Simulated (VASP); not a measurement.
Data:

```xyz
5
Lattice="-1.8777 1.8777 4.4366 1.8777 -1.8777 4.4366 1.8777 1.8777 -4.4366" Properties=species:S:1:pos:R:3 pbc="T T T"
Li     1.8777     0.0000     2.2183
Mg     0.0000     1.8777     2.2183
B      0.0000     0.0000     4.4366
N      0.0000     0.0000     5.7727
N      0.0000     0.0000     3.1004
```

Calculation: r2SCAN meta-GGA, VASP's PBE PAW potentials (set 64) (plane waves; VASP 6.6.1). Settings: 520 eV cut-off, 9×9×9 Γ-centred mesh, tetrahedra with Blöchl corrections, potentials Li_sv Mg B N.

The cores are frozen, which limits the accuracy of field gradients.

### Question
Give the principal components of the electric field gradient (V/Å²) and the asymmetry η at each nucleus.

### Answer

```csv
atom,Vxx,Vyy,Vzz,η
Li1,0.0,0.0,0.0,-
Mg2,-10.5,-10.5,20.9,0.00
B3,26.7,26.7,-53.4,0.00
N4,-5.1,-0.3,5.4,0.89
N5,-5.1,-0.3,5.4,0.89
```

The structure comes from a computed database's LiMgBN2 entry (I-4m2); how it stands against other phases isn't given here. It was relaxed first.
